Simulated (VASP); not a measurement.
## Ni(110): what the settings do to the level below the vacuum

Wanted: the error that each setting leaves in the work function or ionisation potential of Ni(110).

Program: VASP 6.6.1. Level of theory: PBE, spin-polarised from a ferromagnetic start; plane waves and PAW (Ni), in the first sound run; inputs show where later runs differ. Results are calculated unless marked as measured.

### 1. The structure

The cell holds 7 atoms: 7 Ni. Its edges and angles: a = 3.520 Å, b = 2.489 Å, c = 25.467 Å, α = 90.0°, β = 90.0°, γ = 90.0°. Vacuum lies along c.

As a file:

```cif
data_structure
_symmetry_space_group_name_H-M 'P 1'
_symmetry_Int_Tables_number 1
_cell_length_a 3.5200
_cell_length_b 2.4890
_cell_length_c 25.4670
_cell_angle_alpha 90.000
_cell_angle_beta 90.000
_cell_angle_gamma 90.000
_cell_volume 223.13
loop_
_atom_site_label
_atom_site_type_symbol
_atom_site_fract_x
_atom_site_fract_y
_atom_site_fract_z
_atom_site_occupancy
Ni1 Ni 0.00000 0.00000 0.35340 1
Ni2 Ni 0.50000 0.50000 0.40227 1
Ni3 Ni 0.00000 0.00000 0.45113 1
Ni4 Ni 0.50000 0.50000 0.50000 1
Ni5 Ni 0.00000 0.00000 0.54887 1
Ni6 Ni 0.50000 0.50000 0.59773 1
Ni7 Ni 0.00000 0.00000 0.64660 1
```

### 2. The base run

The base run sets the number that all others are held against.

INCAR

```
SYSTEM = Ni
PREC = Normal
ENCUT = 350
EDIFF = 1E-06
NELM = 120
ISMEAR = 1
SIGMA = 0.1
LREAL = .FALSE.
ALGO = Normal
GGA = PE
NBANDS = 51
ISPIN = 2
MAGMOM = 1 1 1 1 1 1 1
LASPH = .TRUE.
LMAXMIX = 4
LORBIT = 11
LWAVE = .FALSE.
LCHARG = .FALSE.
KPAR = 4
IDIPOL = 3
LDIPOL = .TRUE.
DIPOL = 0.5 0.5 0.5
LVHAR = .TRUE.
LVACPOTAV = .TRUE.
NEDOS = 1500
```

POSCAR

```
Ni
1.0
    3.5200000000      0.0000000000      0.0000000000
    0.0000000000      2.4890158698      0.0000000000
    0.0000000000      0.0000000000     25.4670476093
Ni
7
Direct
    0.0000000000      0.0000000000      0.3533978551
    0.5000000000      0.5000000000      0.4022652367
    0.0000000000      0.0000000000      0.4511326184
    0.5000000000      0.5000000000      0.5000000000
    0.0000000000      0.0000000000      0.5488673816
    0.5000000000      0.5000000000      0.5977347633
    0.0000000000      0.0000000000      0.6466021449
```

KPOINTS

```
Automatic mesh
0
Gamma
7 10 1
0 0 0
```

Potentials, in the order of the species: Ni (PBE family, release 64).

Launch:

```console
$ mpirun -np 4 vasp_std
```

The program printed:

```text
[banner, memory and clock lines left out]
running    4 mpi-ranks, on    1 nodes
 distrk:  each k-point on    1 cores,    4 groups
 distr:  one band on    1 cores,    1 groups

 POSCAR found type information on POSCAR Ni
 POSCAR found :  1 types and       7 ions
 LDA part: xc-table for (Slater+PW92), standard interpolation
 POSCAR, INCAR and KPOINTS ok, starting setup
 FFT: planning ... GRIDC
 FFT: planning ... GRID_SOFT
 FFT: planning ... GRID
 WAVECAR not read
 entering main loop
       N       E                     dE             d eps       ncg     rms          rms(c)
DAV:   1     0.433643431490E+03    0.43364E+03   -0.24645E+04  4896   0.110E+03
DAV:   2    -0.964558691545E+01   -0.44329E+03   -0.41951E+03  4933   0.285E+02
DAV:   3    -0.417827790333E+02   -0.32137E+02   -0.30391E+02  5280   0.107E+02
DAV:   4    -0.423230494227E+02   -0.54027E+00   -0.53908E+00  5487   0.159E+01
DAV:   5    -0.423367406497E+02   -0.13691E-01   -0.13691E-01  7495   0.151E+00    0.250E+01
DAV:   6    -0.474874674993E+02   -0.51507E+01   -0.67487E+01  5639   0.133E+02    0.441E+01
DAV:   7    -0.435891233864E+02    0.38983E+01   -0.91758E+01  5561   0.125E+02    0.304E+01
DAV:   8    -0.378234143487E+02    0.57657E+01   -0.12867E+01  6462   0.718E+01    0.209E+01
DAV:   9    -0.365862843317E+02    0.12371E+01   -0.96238E+00  5769   0.686E+01    0.219E+01
DAV:  10    -0.377963469622E+02   -0.12101E+01   -0.12866E+01  5610   0.605E+01    0.311E+01
DAV:  11    -0.350781033142E+02    0.27182E+01   -0.97875E+00  5337   0.368E+01    0.772E+00
DAV:  12    -0.349982368542E+02    0.79866E-01   -0.18204E+00  5351   0.194E+01    0.863E+00
DAV:  13    -0.349446474965E+02    0.53589E-01   -0.89191E-01  5307   0.150E+01    0.494E+00
DAV:  14    -0.348606350115E+02    0.84012E-01   -0.49712E-01  5374   0.108E+01    0.560E+00
DAV:  15    -0.348670849857E+02   -0.64500E-02   -0.16826E-01  5168   0.715E+00    0.235E+00
DAV:  16    -0.349208368811E+02   -0.53752E-01   -0.63729E-02  5607   0.309E+00    0.133E+00
DAV:  17    -0.350603402417E+02   -0.13950E+00   -0.37589E-02  5067   0.249E+00    0.100E+00
DAV:  18    -0.351763650604E+02   -0.11602E+00   -0.33921E-02  5820   0.186E+00    0.128E+00
DAV:  19    -0.352354973678E+02   -0.59132E-01   -0.98515E-03  5267   0.910E-01    0.988E-01
DAV:  20    -0.353611466033E+02   -0.12565E+00   -0.22471E-02  5298   0.831E-01    0.944E-01
DAV:  21    -0.355500043567E+02   -0.18886E+00   -0.63138E-02  5071   0.157E+00    0.506E-01
DAV:  22    -0.356276367891E+02   -0.77632E-01   -0.27308E-02  5125   0.882E-01    0.894E-01
DAV:  23    -0.356509968513E+02   -0.23360E-01   -0.93446E-03  5273   0.992E-01    0.380E-01
DAV:  24    -0.356805720190E+02   -0.29575E-01   -0.35235E-03  5010   0.448E-01    0.267E-01
DAV:  25    -0.356997702524E+02   -0.19198E-01   -0.92073E-04  5200   0.247E-01    0.954E-02
DAV:  26    -0.357162457481E+02   -0.16475E-01   -0.67918E-04  5205   0.182E-01    0.637E-02
DAV:  27    -0.357325650345E+02   -0.16319E-01   -0.39597E-04  5157   0.122E-01    0.440E-02
DAV:  28    -0.357430649820E+02   -0.10500E-01   -0.19918E-04  5133   0.772E-02    0.548E-02
DAV:  29    -0.357503732500E+02   -0.73083E-02   -0.66868E-05  5178   0.497E-02    0.425E-02
DAV:  30    -0.357556971685E+02   -0.53239E-02   -0.75917E-05  5216   0.476E-02    0.492E-02
DAV:  31    -0.357581781045E+02   -0.24809E-02   -0.33713E-05  5107   0.442E-02    0.179E-02
DAV:  32    -0.357593684264E+02   -0.11903E-02   -0.20228E-05  4856   0.284E-02    0.945E-03
DAV:  33    -0.357599371471E+02   -0.56872E-03   -0.82806E-06  4348   0.192E-02    0.173E-02
DAV:  34    -0.357602826246E+02   -0.34548E-03   -0.53238E-06  4247   0.199E-02    0.111E-02
DAV:  35    -0.357604378303E+02   -0.15521E-03   -0.18351E-06  3838   0.120E-02    0.478E-03
DAV:  36    -0.357604877248E+02   -0.49895E-04   -0.60035E-07  3525   0.649E-03    0.273E-03
DAV:  37    -0.357605219454E+02   -0.34221E-04   -0.25190E-07  3397   0.465E-03    0.137E-03
DAV:  38    -0.357605546848E+02   -0.32739E-04   -0.33062E-07  3505   0.347E-03    0.315E-03
DAV:  39    -0.357605667578E+02   -0.12073E-04   -0.11058E-07  3432   0.280E-03    0.220E-03
DAV:  40    -0.357605732811E+02   -0.65233E-05   -0.56479E-08  3325   0.218E-03    0.137E-03
DAV:  41    -0.357605775033E+02   -0.42221E-05   -0.45943E-08  3293   0.162E-03    0.602E-04
DAV:  42    -0.357605789121E+02   -0.14088E-05   -0.21961E-08  3318   0.146E-03    0.457E-04
DAV:  43    -0.357605793932E+02   -0.48105E-06   -0.63088E-09  3202   0.725E-04
|                                                                             |
|           W    W    AA    RRRRR   N    N  II  N    N   GGGG   !!!           |
|           W    W   A  A   R    R  NN   N  II  NN   N  G    G  !!!           |
|           W    W  A    A  R    R  N N  N  II  N N  N  G       !!!           |
|           W WW W  AAAAAA  RRRRR   N  N N  II  N  N N  G  GGG   !            |
|           WW  WW  A    A  R   R   N   NN  II  N   NN  G    G                |
|           W    W  A    A  R    R  N    N  II  N    N   GGGG   !!!           |
|                                                                             |
|     Did not find any points to average over, which means that no vacuum     |
|     field-free region was found. Please increase the size of  your cell     |
|     in the dimension of the dipole correction to obtain accurate            |
|     workfunction values.                                                    |
|                                                                             |

   1 F= -.35760579E+02 E0= -.35762045E+02  d E =0.439614E-02  mag=     4.9077
```

Run time: 66 s. Hardware: 4 MPI ranks of Intel Xeon 6975P-C (Granite Rapids), shared host; peak memory 1.3 GiB.

The logs omit lines about the potential files and the build; timing stands in the text.

From OUTCAR (step 2):

```text
ion  position               nearest neighbor table
   1  0.000  0.000  0.353-   2 2.49   2 2.49   2 2.49   2 2.49   3 2.49
   2  0.500  0.500  0.402-   1 2.49   1 2.49   1 2.49   1 2.49   4 2.49   3 2.49   3 2.49   3 2.49
                             3 2.49
   3  0.000  0.000  0.451-   5 2.49   4 2.49   4 2.49   4 2.49   4 2.49   1 2.49   2 2.49   2 2.49
                             2 2.49   2 2.49
   4  0.500  0.500  0.500-   3 2.49   5 2.49   3 2.49   5 2.49   3 2.49   5 2.49   3 2.49   5 2.49
                             2 2.49   6 2.49
   5  0.000  0.000  0.549-   3 2.49   4 2.49   4 2.49   4 2.49   4 2.49   7 2.49   6 2.49   6 2.49
                             6 2.49   6 2.49
   6  0.500  0.500  0.598-   7 2.49   7 2.49   7 2.49   7 2.49   4 2.49   5 2.49   5 2.49   5 2.49
                             5 2.49
   7  0.000  0.000  0.647-   6 2.49   6 2.49   6 2.49   6 2.49   5 2.49

  LATTYP: Found a simple orthorhombic cell.
 ALAT       =     2.4890158698
 B/A-ratio  =     1.4142135624
 C/A-ratio  =    10.2317738984

 Subroutine GETGRP returns: Found  8 space group operations
 (whereof  8 operations were pure point group operations)

The static configuration has the point symmetry D_2h.

 Found     24 irreducible k-points:

   k-points           NKPTS =     24   k-points in BZ     NKDIM =     24   number of bands    NBANDS=     51

   dimension x,y,z NGX =    16 NGY =   12 NGZ =  120
   dimension x,y,z NGXF=    32 NGYF=   24 NGZF=  240

   ENCUT  =  350.0 eV  25.72 Ry    5.07 a.u.   5.37  3.80 38.85*2*pi/ulx,y,z

   NELECT =      70.0000    total number of electrons

 k-points in reciprocal lattice and weights: Automatic mesh
   0.00000000  0.00000000  0.00000000       0.014
   0.14285714  0.00000000  0.00000000       0.029
   0.28571429  0.00000000  0.00000000       0.029
   0.42857143  0.00000000  0.00000000       0.029
   0.00000000  0.10000000  0.00000000       0.029
   0.14285714  0.10000000  0.00000000       0.057
   0.28571429  0.10000000  0.00000000       0.057
   0.42857143  0.10000000  0.00000000       0.057
   0.00000000  0.20000000  0.00000000       0.029
[...]
0.28571429  0.50000000  0.00000000       0.029
   0.42857143  0.50000000  0.00000000       0.029

 dipolmoment           0.000000      0.000000     -0.000000 electrons x Angstroem

 average (electrostatic) potential at core
       1 -90.7206       2 -91.0831       3 -91.1419       4 -91.0692       5 -91.1419
       6 -91.0831       7 -90.7206

 E-fermi :   0.2837

 spin component 1
 k-point     1 :       0.0000    0.0000    0.0000
  band No.  band energies     occupation
    ...
     35      -0.4482      1.00000
     36      -0.4034      1.00000
     37      -0.3275      1.00000
     38      -0.2602      1.00000
     39      -0.0977      1.00000
     40       1.3971     -0.00000
     41       3.3005      0.00000
     42       3.5736      0.00000
     43       4.4728      0.00000
     44       5.0663      0.00000
    ...

 k-point     2 :       0.1429    0.0000    0.0000
  band No.  band energies     occupation
    ...
     35      -0.4823      1.00000
     36      -0.4027      1.00000
     37      -0.3056      1.00000
     38      -0.2891      1.00000
     39      -0.0733      1.00000
     40       1.4722     -0.00000
     41       2.2991      0.00000
     42       3.3519      0.00000
     43       4.0195      0.00000
     44       4.6796      0.00000
    ...

 k-point     3 :       0.2857    0.0000    0.0000
  band No.  band energies     occupation
    ...
     35      -0.4116      1.00000
     36      -0.3881      1.00000
     37      -0.3123      1.00000
     38      -0.3003      1.00000
     39       0.0279      1.00089
     40       0.4078     -0.03542
     41       1.6611     -0.00000
     42       1.6889     -0.00000
     43       3.2738      0.00000
     44       3.4311      0.00000
    ...

 k-point     4 :       0.4286    0.0000    0.0000
  band No.  band energies     occupation
    ...
     36      -0.3817      1.00000
     37      -0.3814      1.00000
     38      -0.3291      1.00000
     39      -0.3240      1.00000
     40       0.0520      1.00252
     41       0.3509      0.05034
     42       0.8364     -0.00000
     43       2.4043      0.00000
     44       2.4572      0.00000
     45       6.2143      0.00000
    ...

 k-point     5 :       0.0000    0.1000    0.0000
  band No.  band energies     occupation
    ...
     35      -0.4817      1.00000
     36      -0.4305      1.00000
     37      -0.3595      1.00000
     38      -0.2835      1.00000
     39       0.0289      1.00093
     40       1.6016     -0.00000
     41       3.5356      0.00000
     42       4.1553      0.00000
     43       4.7105      0.00000
     44       5.3139      0.00000
    ...

 k-point     6 :       0.1429    0.1000    0.0000
  band No.  band energies     occupation
    ...
     35      -0.4443      1.00000
     36      -0.4196      1.00000
     37      -0.3932      1.00000
     38      -0.3627      1.00000
     39       0.1031      1.01418
     40       1.7253     -0.00000
     41       2.8310      0.00000
     42       3.6385      0.00000
     43       4.3502      0.00000
     44       4.9280      0.00000
    ...

  Total       -3.6601562     -2.9124030     -2.3426122     -0.0000000      0.0000000      0.0000000
  in kB      -26.2821735    -20.9128454    -16.8213965     -0.0000000      0.0000000      0.0000000
  external PRESSURE =     -21.3388051 kB  Pullay stress =       0.0000000 kB

  energy-cutoff  :      350.00
  volume of cell :      223.13
      direct lattice vectors                 reciprocal lattice vectors
     3.520000000  0.000000000  0.000000000     0.284090909  0.000000000  0.000000000
     0.000000000  2.489015870  0.000000000     0.000000000  0.401765217  0.000000000
     0.000000000  0.000000000 25.467047609     0.000000000  0.000000000  0.039266428

 POSITION                                       TOTAL-FORCE (eV/Angst)
 -----------------------------------------------------------------------------------
      0.00000      0.00000      9.00000         0.000000     -0.000000      0.640536
      1.76000      1.24451     10.24451         0.000000      0.000000     -0.471689
      0.00000      0.00000     11.48902         0.000000     -0.000000     -0.118534
      1.76000      1.24451     12.73352         0.000000      0.000000      0.000000
      0.00000      0.00000     13.97803        -0.000000      0.000000      0.118534
      1.76000      1.24451     15.22254         0.000000      0.000000      0.471689
      0.00000      0.00000     16.46705        -0.000000      0.000000     -0.640536
 -----------------------------------------------------------------------------------
    total drift:                                0.000000      0.000000      0.000000

  FREE ENERGIE OF THE ION-ELECTRON SYSTEM (eV)
  ---------------------------------------------------
  free  energy   TOTEN  =       -35.7605793932 eV

  energy  without entropy=      -35.7649755339  energy(sigma->0) =      -35.76204477

 vacuum level on the upper side and lower side of the slab         4.790         4.790

 total charge
# of ion       s       p       d       tot
------------------------------------------
    1        0.462   0.291   8.313   9.066
    2        0.492   0.467   8.286   9.245
    3        0.497   0.494   8.300   9.291
    4        0.497   0.493   8.310   9.300
    5        0.497   0.494   8.300   9.291
    6        0.492   0.467   8.286   9.245
    7        0.462   0.291   8.313   9.066
--------------------------------------------------
tot          3.398   2.997  58.108  64.504

 magnetization (x)
# of ion       s       p       d       tot
------------------------------------------
    1       -0.000  -0.016   0.790   0.774
    2       -0.006  -0.027   0.741   0.708
    3       -0.007  -0.025   0.724   0.691
    4       -0.007  -0.025   0.676   0.644
    5       -0.007  -0.025   0.724   0.691
    6       -0.006  -0.027   0.741   0.708
    7       -0.000  -0.016   0.790   0.774
--------------------------------------------------
tot         -0.034  -0.161   5.184   4.990

[... 6 further parts left out ...]
```

The magnetic state follows from one typed start and may not be the lowest.

This step gave:

```
electronic cycles                                 : 43
electrons                                         : 70
free energy (TOTEN)                               : -35.76 eV
energy at zero smearing                           : -35.76 eV
Fermi energy                                      : 0.2837 eV
moment of the cell, from the last line of the log : 4.908 μB
labelled metallic, from the levels on this mesh   : yes
dipole moment                                     : 0, 0, 0 e·Å
vacuum levels                                     : 4.79, 4.79 eV
work functions of the upper and lower face        : 4.506, 4.506 eV
highest filled level below the vacuum             : 4.506 eV
```

Spin moment in the PAW sphere by atom:

| atom | spin moment in the PAW sphere (μB) |
| --- | --- |
| Ni1 | 0.774 |
| Ni2 | 0.708 |
| Ni3 | 0.691 |
| Ni4 | 0.644 |
| Ni5 | 0.691 |
| Ni6 | 0.708 |
| Ni7 | 0.774 |

The planar average of the electrostatic potential oscillates, so the rows of the table below give means over windows of 1.27 Å about each position, cut where the curve ends. Its maxima inside the range that stand out by 2 % of the span (Å: eV): 9.7: -6.10, 10.8: -6.39, 12.1: -6.28, 13.4: -6.28, 14.6: -6.39, 15.8: -6.10. Its minima: 9.0: -11.6, 10.3: -12.1, 11.5: -12.2, 12.7: -12.2, 14.0: -12.2, 15.2: -12.1, 16.4: -11.6.

Zero at the Fermi level. The planar average of the electrostatic potential by height; means over each step:

height (Å), planar average of the electrostatic potential (eV) and a bar from the least value:
```
     0.64        4.5 ##############################
     1.91        4.5 ##############################
     3.17        4.5 ##############################
     4.45        4.5 ##############################
     5.71        4.5 ##############################
     6.98        4.3 #############################
     8.26       -1.4 #################
     9.53       -9.1 #
    10.79       -9.4 
    12.06       -9.4 
    13.33       -9.4 
    14.61       -9.4 
    15.88       -9.2 #
    17.15       -2.1 ################
    18.42        4.2 #############################
    19.69        4.5 ##############################
    20.96        4.5 ##############################
    22.23        4.5 ##############################
    23.50        4.5 ##############################
    24.77        4.5 ##############################
```

Density of states in the PAW spheres, an atom over height of the layer and energy from the Fermi level.

Ten even steps from '_' (0.00 states/eV) to '@' (4.22 states/eV), each cell a mean:
```
::..::..::..::
++==--==--==++
++----------++
@@##########@@
%%++++++++++%%
##**********##
++++++++++++++
==**++**++**==
--++======++--
::====--====::
..----------..
..::------::..
__..::..::..__
____......____
______________
______________
______________
______________
______________
______________
______________
______________
```
Columns: height of the layer (Å) from 9 to 16.5; rows upwards: energy from the Fermi level (eV) from -7.9 to 0.5.

Force by atom:

| atom | x (eV/Å) | y (eV/Å) | z (eV/Å) | size |
| --- | --- | --- | --- | --- |
| Ni1 | 0.000 | 0.000 | 0.641 | 0.641 |
| Ni2 | 0.000 | 0.000 | -0.472 | 0.472 |
| Ni3 | 0.000 | 0.000 | -0.119 | 0.119 |
| Ni4 | 0.000 | 0.000 | 0.000 | 0.000 |
| Ni5 | 0.000 | 0.000 | 0.119 | 0.119 |
| Ni6 | 0.000 | 0.000 | 0.472 | 0.472 |
| Ni7 | 0.000 | 0.000 | -0.641 | 0.641 |

The highest filled level lies 4.51 eV below the vacuum at the upper face.

Only the dipole across the slab is computed (IDIPOL = 3); zeros along the plane are no results.

The map of layer states is cut here 0.5 eV above the Fermi level, so it leaves out the states above that.

(Continued in part 2 of 6.)

[Lines on the potential files, build, host, timing and source positions are cut from VASP's logs without a mark.]

[Logs are printed without paths, hosts, clocks, repeated set-up lines and the standing remarks that a program may print on its own settings, such as how far it seeks lower states.]

[Hosts, paths, dates, database ids (printed as entryN), source tags and the programs' standing remarks are cut or masked in the printed files.]

[In band tables of VASP the shares of atoms and orbitals are scaled to a sum of 1 inside the atoms' spheres.]

[Runs that stopped without an error message from VASP are left out.]
